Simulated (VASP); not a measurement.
# RPA total energies of C (Diamond), part 2 of 6

How do semilocal functionals compare with the RPA for C (Diamond), and at what cost? The scan starts from a database cell scaled to its smallest volume. The start is a cell from a database of measured crystal structures.

VASP 6.6.1, plane waves and PAW; the level of theory is named at each step.

So far. Step 3 (Exact exchange, volume ratio 0.94): The Hartree-Fock energy on these orbitals is -15.1537 eV an atom. Step 4 (Empty bands, volume ratio 0.94): WAVECAR now holds 328 bands for 8 electrons.

## Step 5: RPA correlation, volume ratio 0.94

This step: RPA correlation on PBE orbitals; plane waves and PAW (C_GW) (VASP 6.6.1).

The RPA correlation energy follows from the response function on imaginary frequencies; VASP computes it for a row of response cutoffs and extrapolates.

Contents of INCAR:

```
SYSTEM = C
PREC = Accurate
ENCUT = 560
ISMEAR = 0
SIGMA = 0.05
LREAL = .FALSE.
GGA = PE
NBANDS = 328
ALGO = ACFDT
ENCUTGW = 200
NOMEGA = 12
PRECFOCK = Fast
LWAVE = .FALSE.
LCHARG = .FALSE.
```

Contents of POSCAR:

```
C
1.0
    0.0000000000      1.7469644787      1.7469644787
    1.7469644787      0.0000000000      1.7469644787
    1.7469644787      1.7469644787      0.0000000000
C
2
Direct
    0.7500000000      0.7500000000      0.7500000000
    0.5000000000      0.5000000000      0.5000000000
```

Contents of KPOINTS:

```
Automatic mesh
0
Gamma
6 6 6
0 0 0
```

The projector-augmented-wave data sets are C_GW (PBE family, release 64).

Command:

```sh
> mpirun -np 8 vasp_std
```

The program printed:

```text
[banner, memory and clock lines left out]
running    8 mpi-ranks, on    1 nodes
 distrk:  each k-point on    8 cores,    1 groups
 distr:  one band on    1 cores,    8 groups

 POSCAR found type information on POSCAR C
 POSCAR found :  1 types and       2 ions
 [... a notice as in an earlier step ...]

 LDA part: xc-table for (Slater+PW92), standard interpolation
 found WAVECAR, reading the header
 POSCAR, INCAR and KPOINTS ok, starting setup
 FFT: planning ... GRIDC
 FFT: planning ... GRID_SOFT
 FFT: planning ... GRID
 reading WAVECAR
 the WAVECAR file was read successfully
 initial charge from wavefunction
 available memory per node:     54.95 GB, setting MAXMEM to     56271

 The Fermi energy was updated, please check that it is located mid-gap
 values below the HOMO (VB) or above the LUMO (CB) will cause erroneous energies
 E-fermi :  12.8302

 the WAVEDER file was read successfully
 set NWRITE>2 for more details about minimax calculation
 number of imaginary grid points requested:      12
 number of distinct grids requested:  1
 quadrature errors minimized for energies in [ 0.430E+01, 0.565E+03 ]
 bosonic grid (T=0, re) determined with error: 0.4207E-08
 bosonic grid (re): 0.4207E-08
       0.9452       3.0387       5.8008       9.8888      16.3444
      26.9181      44.6614      75.0683     128.4914     226.3794
     424.8748     984.4517
energies w=
    0.000    0.945    0.000    3.039    0.000    5.801    0.000    9.889
    0.000   16.344    0.000   26.918    0.000   44.661    0.000   75.068
    0.000  128.491    0.000  226.379    0.000  424.875    0.000  984.452
 responsefunction array rank=      80
 LDA part: xc-table for (Slater+PW92), standard interpolation

 min. memory requirement per mpi rank     86.8 MB, per node    694.3 MB

 allocating   2 responsefunctions rank=    80
 shmem allocating  12 responsefunctions rank=    80
 response function shared by NCSHMEM nodes    1
 Doing            2  frequencies on each core in blocks of           12
NQ=   1    0.0000    0.0000    0.0000,
|.........|.........|.........|.........
 performed       3359000 updates of chi_q(r,r)
 total number of BLAS operations        113.54 Gflops
NQ=   2    0.1667    0.0000    0.0000,
|.........|.........|.........|.........
 performed       6718000 updates of chi_q(r,r)
 total number of BLAS operations        216.85 Gflops
NQ=   3    0.3333    0.0000    0.0000,
|.........|.........|.........|.........
 performed      10077000 updates of chi_q(r,r)
 total number of BLAS operations        337.48 Gflops
NQ=   4    0.5000    0.0000    0.0000,
|.........|.........|.........|.........
 performed      13436000 updates of chi_q(r,r)
 total number of BLAS operations        469.16 Gflops
NQ=   5    0.1667    0.1667    0.0000,
|.........|.........|.........|.........
 performed      16795000 updates of chi_q(r,r)
 total number of BLAS operations        579.24 Gflops
NQ=   6    0.3333    0.1667    0.0000,
|.........|.........|.........|.........
 performed      20154000 updates of chi_q(r,r)
 total number of BLAS operations        703.50 Gflops
NQ=   7    0.5000    0.1667    0.0000,
|.........|.........|.........|.........
 performed      23513000 updates of chi_q(r,r)
 total number of BLAS operations        831.45 Gflops
NQ=   8   -0.3333    0.1667    0.0000,
|.........|.........|.........|.........
 performed      26872000 updates of chi_q(r,r)
 total number of BLAS operations        959.40 Gflops
NQ=   9   -0.1667    0.1667    0.0000,
|.........|.........|.........|.........
 performed      30231000 updates of chi_q(r,r)
 total number of BLAS operations       1080.03 Gflops
NQ=  10    0.3333    0.3333    0.0000,
|.........|.........|.........|.........
 performed      33590000 updates of chi_q(r,r)
 total number of BLAS operations       1219.35 Gflops
NQ=  11    0.5000    0.3333    0.0000,
|.........|.........|.........|.........
 performed      36949000 updates of chi_q(r,r)
 total number of BLAS operations       1362.56 Gflops
NQ=  12   -0.3333    0.3333    0.0000,
|.........|.........|.........|.........
 performed      40308000 updates of chi_q(r,r)
 total number of BLAS operations       1483.19 Gflops
NQ=  13    0.5000    0.5000    0.0000,
|.........|.........|.........|.........
 performed      43667000 updates of chi_q(r,r)
 total number of BLAS operations       1593.27 Gflops
NQ=  14    0.5000    0.3333    0.1667,
|.........|.........|.........|.........
 performed      47026000 updates of chi_q(r,r)
 total number of BLAS operations       1728.74 Gflops
NQ=  15   -0.3333    0.3333    0.1667,
|.........|.........|.........|.........
 performed      50385000 updates of chi_q(r,r)
 total number of BLAS operations       1845.80 Gflops
NQ=  16   -0.3333    0.5000    0.1667,
|.........|.........|.........|.........
 performed      53744000 updates of chi_q(r,r)
 total number of BLAS operations       1985.12 Gflops
 entering main loop
```

The job ended after 31 s (8 MPI ranks of Intel Xeon 6975P-C (Granite Rapids), shared host; peak memory 1.3 GiB; 3.1 min of CPU time).

From OUTCAR (step 5):

```text
   k-points           NKPTS =     16   k-points in BZ     NKDIM =    216   number of bands    NBANDS=    328

   NELECT =       8.0000    total number of electrons

 E-fermi :  12.8302

 Hartree contr. to MP2           -0.249592      0.000000

 Hartree contr. to MP2           -2.101340      0.000000

 Hartree contr. to MP2           -2.007654      0.000000

 Hartree contr. to MP2           -0.994446      0.000000

      cutoff energy     smooth cutoff   RPA   correlation   Hartree contr. to MP2

      cutoff energy     smooth cutoff   RPA   correlation   Hartree contr. to MP2
---------------------------------------------------------------------------------
            200.000           160.000      -12.6963044498      -19.5609669703
            190.476           152.381      -12.6007685248      -19.4535807035
            181.406           145.125      -12.4976792709      -19.3373755361
            172.768           138.214      -12.3897387211      -19.2154250302
            164.541           131.632      -12.2747325746      -19.0850478267
            156.705           125.364      -12.1512263129      -18.9441879254
            149.243           119.394      -12.0225900522      -18.7955726838
            142.136           113.709      -11.8853906542      -18.6342530187
  linear regression

  converged value                          -13.9037188874      -20.9412955035

[... 8 parts as in an earlier step ...]

[... 1 further part left out ...]
```

Numbers from this step:

- RPA correlation energy: -13.90 eV

The correlation energy is -6.9519 eV an atom. With exact exchange the total is -22.1056 eV an atom.

## Step 6: Comparison: r2SCAN, volume ratio 0.94

This step: r2SCAN; plane waves and PAW (C_GW) (VASP 6.6.1).

For comparison the same cell is computed with r2SCAN.

Contents of INCAR:

```
SYSTEM = C
PREC = Accurate
ENCUT = 560
EDIFF = 1E-06
NELM = 100
ISMEAR = 0
SIGMA = 0.05
LREAL = .FALSE.
ALGO = Normal
METAGGA = R2SCAN
LASPH = .TRUE.
NBANDS = 10
LWAVE = .FALSE.
LCHARG = .FALSE.
KPAR = 8
```

POSCAR is that of step 5.

KPOINTS is that of step 5.

Command:

```sh
> mpirun -np 8 vasp_std
```

The program printed:

```text
[banner, memory and clock lines left out]
running    8 mpi-ranks, on    1 nodes
 distrk:  each k-point on    1 cores,    8 groups
 distr:  one band on    1 cores,    1 groups

 POSCAR found type information on POSCAR C
 POSCAR found :  1 types and       2 ions
 [... a notice as in an earlier step ...]

|                                                                             |
|               ----> ADVICE to this user running VASP <----                  |
|                                                                             |
|     You enforced a specific xc type in the INCAR file but a different       |
|     [... a line on the potential file left out ...]
|     I HOPE YOU KNOW WHAT YOU ARE DOING!                                     |
|                                                                             |

 LDA part: xc-table for (None), standard interpolation
 POSCAR, INCAR and KPOINTS ok, starting setup
 FFT: planning ... GRIDC
 FFT: planning ... GRID_SOFT
 FFT: planning ... GRID
 WAVECAR not read
 entering main loop
       N       E                     dE             d eps       ncg     rms          rms(c)
DAV:   1     0.189725E+02    0.18973E+02   -0.52397E+03   328   0.884E+02
DAV:   2    -0.220748E+02   -0.41047E+02   -0.36607E+02   396   0.238E+02
DAV:   3    -0.230162E+02   -0.94138E+00   -0.93903E+00   438   0.297E+01
DAV:   4    -0.230190E+02   -0.28441E-02   -0.28439E-02   370   0.159E+00
DAV:   5    -0.230191E+02   -0.12599E-04   -0.12598E-04   384   0.117E-01    0.501E+00
DAV:   6    -0.197677E+02    0.32514E+01   -0.30991E-01   364   0.593E+00    0.284E+00
DAV:   7    -0.196284E+02    0.13925E+00   -0.28101E-01   420   0.510E+00    0.341E-01
DAV:   8    -0.196296E+02   -0.11443E-02   -0.35152E-03   364   0.750E-01    0.941E-02
DAV:   9    -0.196296E+02   -0.76222E-04   -0.81894E-05   360   0.148E-01    0.125E-02
DAV:  10    -0.196296E+02   -0.48212E-05   -0.25557E-06   424   0.211E-02    0.301E-03
DAV:  11    -0.196296E+02   -0.13345E-07   -0.45420E-07   200   0.792E-03
   1 F= -.19629650E+02 E0= -.19629650E+02  d E =-.270523E-12
```

The job ended after 3.8 s (8 MPI ranks; peak memory 0.84 GiB; 20 s of CPU time).

OUTCAR, selected parts (step 6):

```text
   NELECT =       8.0000    total number of electrons

 E-fermi :  10.9003

 k-point     1 :       0.0000    0.0000    0.0000
  band No.  band energies     occupation
      1     -12.9088      2.00000
      2      10.6706      2.00000
      3      10.6706      2.00000
      4      10.6706      2.00000
      5      16.6736      0.00000
      6      16.6736      0.00000
      7      16.6736      0.00000
      8      25.9683      0.00000
      9      31.9387      0.00000
    ...

  Total        1.8870286      1.8870286      1.8870286      0.0000000      0.0000000      0.0000000
  in kB      283.5351090    283.5351090    283.5351090      0.0000000      0.0000000      0.0000000
  external PRESSURE =     283.5351090 kB  Pullay stress =       0.0000000 kB

 POSITION                                       TOTAL-FORCE (eV/Angst)
 -----------------------------------------------------------------------------------
      2.62045      2.62045      2.62045        -0.000000      0.000000     -0.000000
      1.74696      1.74696      1.74696         0.000000     -0.000000      0.000000
 -----------------------------------------------------------------------------------
    total drift:                                0.000000     -0.000000      0.000000

  FREE ENERGIE OF THE ION-ELECTRON SYSTEM (eV)
  ---------------------------------------------------
  free  energy   TOTEN  =       -19.6296499505 eV

  energy  without entropy=      -19.6296499505  energy(sigma->0) =      -19.62964995

[... 9 parts as in an earlier step ...]

[... 7 further parts left out ...]
```

The PAW data sets were made with PBE, which is usual practice but a small mismatch for other functionals.

This step gave:

```yaml
free_energy_toten: -19.63 eV
fermi_energy: 10.90 eV
pressure: 28.35 GPa
gap_on_the_k_mesh: 4.486 eV
least_direct_gap_on_the_k_mesh: 6.003 eV
```

Its energy is -9.8148 eV an atom, on a zero of its own.

## Step 7: Orbitals for comparison: HSE06, volume ratio 0.94

This step: PBE; plane waves and PAW (C_GW) (VASP 6.6.1).

A hybrid converges faster from good orbitals, so a cheap PBE run writes WAVECAR first.

Contents of INCAR:

```
SYSTEM = C
PREC = Accurate
ENCUT = 560
EDIFF = 1E-05
NELM = 100
ISMEAR = 0
SIGMA = 0.05
LREAL = .FALSE.
ALGO = Normal
GGA = PE
NBANDS = 10
LORBIT = 11
LWAVE = .TRUE.
LCHARG = .FALSE.
KPAR = 8
```

POSCAR is that of step 6.

KPOINTS is that of step 6.

Command:

```sh
> mpirun -np 8 vasp_std
```

The program printed:

```text
[banner, memory and clock lines left out]
running    8 mpi-ranks, on    1 nodes
 distrk:  each k-point on    1 cores,    8 groups
 distr:  one band on    1 cores,    1 groups

 POSCAR found type information on POSCAR C
 POSCAR found :  1 types and       2 ions
 [... a notice as in an earlier step ...]

 LDA part: xc-table for (Slater+PW92), standard interpolation
 POSCAR, INCAR and KPOINTS ok, starting setup
 FFT: planning ... GRIDC
 FFT: planning ... GRID_SOFT
 FFT: planning ... GRID
 WAVECAR not read
 entering main loop
       N       E                     dE             d eps       ncg     rms          rms(c)
[... 10 cycles as in an earlier step ...]
DAV:  11    -0.181289E+02   -0.30024E-06   -0.37298E-07   178   0.659E-03
   1 F= -.18128903E+02 E0= -.18128903E+02  d E =-.282707E-18
 writing wavefunctions
```

Elapsed: 1.4 s, on 8 MPI ranks; peak memory 0.84 GiB.

Parts of OUTCAR (step 7):

```text
   NELECT =       8.0000    total number of electrons

 E-fermi :  10.9768

 k-point     1 :       0.0000    0.0000    0.0000
  band No.  band energies     occupation
      1     -11.6426      2.00000
      2      10.6816      2.00000
      3      10.6816      2.00000
      4      10.6816      2.00000
      5      16.4448      0.00000
      6      16.4448      0.00000
      7      16.4448      0.00000
      8      25.4514      0.00000
      9      30.7907      0.00000
    ...

  Total        2.1414557      2.1414557      2.1414557      0.0000000      0.0000000      0.0000000
  in kB      321.7640084    321.7640084    321.7640084      0.0000000      0.0000000      0.0000000
  external PRESSURE =     321.7640084 kB  Pullay stress =       0.0000000 kB

  FREE ENERGIE OF THE ION-ELECTRON SYSTEM (eV)
  ---------------------------------------------------
  free  energy   TOTEN  =       -18.1289025468 eV

  energy  without entropy=      -18.1289025468  energy(sigma->0) =      -18.12890255

[... 11 parts as in an earlier step ...]

[... 7 further parts left out ...]
```

This step gave:

| Property | Result |
| --- | --- |
| free energy (TOTEN) | -18.13 eV |
| Fermi energy | 10.98 eV |
| pressure | 32.18 GPa |
| gap on the k-mesh | 4.297 eV |
| least direct gap on the k-mesh | 5.763 eV |

The run ends at a pressure of 32.18 GPa.

## Step 8: Comparison: HSE06, volume ratio 0.94

This step: HSE06; plane waves and PAW (C_GW) (VASP 6.6.1).

For comparison the same cell is computed with HSE06.

Contents of INCAR:

```
SYSTEM = C
PREC = Accurate
ENCUT = 560
EDIFF = 1E-06
NELM = 100
ISMEAR = 0
SIGMA = 0.05
LREAL = .FALSE.
ALGO = Normal
LHFCALC = .TRUE.
AEXX = 0.25
GGA = PE
HFSCREEN = 0.2
LASPH = .TRUE.
NBANDS = 10
PRECFOCK = Fast
LWAVE = .FALSE.
LCHARG = .FALSE.
KPAR = 8
```

POSCAR is that of step 7.

KPOINTS is that of step 7.

The WAVECAR or CHGCAR of an earlier step is read.

Command:

```sh
> mpirun -np 8 vasp_std
```

The program printed:

```text
[banner, memory and clock lines left out]
running    8 mpi-ranks, on    1 nodes
 distrk:  each k-point on    1 cores,    8 groups
 distr:  one band on    1 cores,    1 groups

 POSCAR found type information on POSCAR C
 POSCAR found :  1 types and       2 ions
 [... a notice as in an earlier step ...]

 LDA part: xc-table for (Slater+PW92), standard interpolation
 found WAVECAR, reading the header
 POSCAR, INCAR and KPOINTS ok, starting setup
 FFT: planning ... GRIDC
 FFT: planning ... GRID_SOFT
 FFT: planning ... GRID
 reading WAVECAR
 the WAVECAR file was read successfully
 initial charge from wavefunction
 entering main loop
       N       E                     dE             d eps       ncg     rms          rms(c)
DAV:   1    -0.210917E+02   -0.21092E+02   -0.28837E-01   444   0.707E+00    0.336E-01
DAV:   2    -0.210920E+02   -0.34612E-03   -0.13762E-03   344   0.308E-01    0.210E-01
DAV:   3    -0.210915E+02    0.53616E-03   -0.31753E-04   362   0.219E-01    0.119E-01
DAV:   4    -0.210913E+02    0.14917E-03   -0.10135E-04   446   0.133E-01    0.669E-02
DAV:   5    -0.210913E+02    0.41067E-04   -0.24867E-05   462   0.688E-02    0.381E-02
DAV:   6    -0.210913E+02    0.11953E-04   -0.60630E-06   446   0.356E-02    0.219E-02
DAV:   7    -0.210913E+02    0.34827E-05   -0.14664E-06   264   0.183E-02    0.127E-02
DAV:   8    -0.210913E+02    0.10490E-05   -0.43501E-07   180   0.943E-03    0.737E-03
DAV:   9    -0.210913E+02    0.27590E-06   -0.15709E-07   160   0.487E-03
   1 F= -.21091279E+02 E0= -.21091279E+02  d E =-.510873E-11
```

It took 11 s on 8 MPI ranks; peak memory 1.5 GiB; 68 s of CPU time.

Parts of OUTCAR (step 8):

```text
   k-points           NKPTS =     16   k-points in BZ     NKDIM =    216   number of bands    NBANDS=     10

   NELECT =       8.0000    total number of electrons

  exchange ACFDT corr.  =         0.00000000  see jH, gK, PRB 81, 115126

 E-fermi :  10.2469

 k-point     1 :       0.0000    0.0000    0.0000
  band No.  band energies     occupation
      1     -14.3889      2.00000
      2      10.0338      2.00000
      3      10.0338      2.00000
      4      10.0338      2.00000
      5      17.2273      0.00000
      6      17.2273      0.00000
      7      17.2273      0.00000
      8      26.8302      0.00000
      9      31.7740      0.00000
    ...

 POSITION                                       TOTAL-FORCE (eV/Angst)
 -----------------------------------------------------------------------------------
      2.62045      2.62045      2.62045        -0.000000     -0.000000     -0.000000
      1.74696      1.74696      1.74696         0.000000      0.000000      0.000000
 -----------------------------------------------------------------------------------
    total drift:                               -0.000000     -0.000000     -0.000000

  FREE ENERGIE OF THE ION-ELECTRON SYSTEM (eV)
  ---------------------------------------------------
  free  energy   TOTEN  =       -21.0912793107 eV

  energy  without entropy=      -21.0912793107  energy(sigma->0) =      -21.09127931

[... 8 parts as in an earlier step ...]

[... 7 further parts left out ...]
```

Numbers from this step:

| Property | Result |
| --- | --- |
| free energy (TOTEN) | -21.09 eV |
| Fermi energy | 10.25 eV |
| gap on the k-mesh | 5.509 eV |
| least direct gap on the k-mesh | 7.194 eV |

Its energy is -10.5456 eV an atom, on a zero of its own.

## Step 9: Orbitals, volume ratio 0.97

This step: PBE; plane waves and PAW (C_GW) (VASP 6.6.1).

The same chain follows at a volume ratio of 0.97.

Contents of INCAR:

```
SYSTEM = C
PREC = Accurate
ENCUT = 560
EDIFF = 1E-08
NELM = 100
ISMEAR = 0
SIGMA = 0.05
LREAL = .FALSE.
ALGO = Normal
GGA = PE
NBANDS = 10
LORBIT = 11
LWAVE = .TRUE.
LCHARG = .FALSE.
KPAR = 8
```

Contents of POSCAR:

```
C
1.0
    0.0000000000      1.7653549299      1.7653549299
    1.7653549299      0.0000000000      1.7653549299
    1.7653549299      1.7653549299      0.0000000000
C
2
Direct
    0.7500000000      0.7500000000      0.7500000000
    0.5000000000      0.5000000000      0.5000000000
```

KPOINTS is that of step 8.

Command:

```sh
> mpirun -np 8 vasp_std
```

The program printed:

```text
[... set-up lines as in an earlier step ...]
 entering main loop
       N       E                     dE             d eps       ncg     rms          rms(c)
DAV:   1     0.261396E+02    0.26140E+02   -0.52029E+03   320   0.861E+02
DAV:   2    -0.177733E+02   -0.43913E+02   -0.40972E+02   404   0.242E+02
DAV:   3    -0.188919E+02   -0.11186E+01   -0.11147E+01   406   0.328E+01
DAV:   4    -0.188962E+02   -0.42905E-02   -0.42901E-02   384   0.213E+00
[...]
DAV:  11    -0.181801E+02   -0.28307E-06   -0.36337E-07   416   0.637E-03    0.405E-04
DAV:  12    -0.181801E+02   -0.10915E-06   -0.73149E-09   352   0.111E-03    0.293E-05
DAV:  13    -0.181801E+02   -0.34300E-08   -0.41209E-11   192   0.803E-05
   1 F= -.18180052E+02 E0= -.18180052E+02  d E =-.425666E-11
 writing wavefunctions
```

Elapsed: 1.8 s, on 8 MPI ranks; peak memory 0.83 GiB.

OUTCAR, selected parts (step 9):

```text
  Total        1.0878192      1.0878192      1.0878192      0.0000000      0.0000000      0.0000000
  in kB      158.3949008    158.3949008    158.3949008      0.0000000      0.0000000      0.0000000
  external PRESSURE =     158.3949008 kB  Pullay stress =       0.0000000 kB

 POSITION                                       TOTAL-FORCE (eV/Angst)
 -----------------------------------------------------------------------------------
      2.64803      2.64803      2.64803        -0.000000     -0.000000     -0.000000
      1.76535      1.76535      1.76535         0.000000      0.000000      0.000000
 -----------------------------------------------------------------------------------
    total drift:                                0.000000     -0.000000      0.000000

  FREE ENERGIE OF THE ION-ELECTRON SYSTEM (eV)
  ---------------------------------------------------
  free  energy   TOTEN  =       -18.1800520024 eV

  energy  without entropy=      -18.1800520024  energy(sigma->0) =      -18.18005200

[... 1 part as in an earlier step ...]

[... 2 further parts left out ...]
[key lines of the parts left out:]
E-fermi :  10.4241
```

The run ends at a pressure of 15.84 GPa.

(Part 2 of 6 ends here.)

[Long decimals in the printed logs are rounded to 6 places.]

[Lines on the potential files, build, host, timing and source positions are cut from VASP's logs without a mark.]

[Logs are printed without paths, hosts, clocks, repeated set-up lines and the standing remarks that a program may print on its own settings, such as how far it seeks lower states.]

[Hosts, paths, dates, database ids (printed as entryN), source tags and the programs' standing remarks are cut or masked in the printed files.]

[Measured values are set beside computed ones only where the two were judged alike; some that the calculation misses by far are left out.]

[Pressures printed for these runs are not shown converged in the cutoff: they can be off by several GPa and have the wrong sign.]
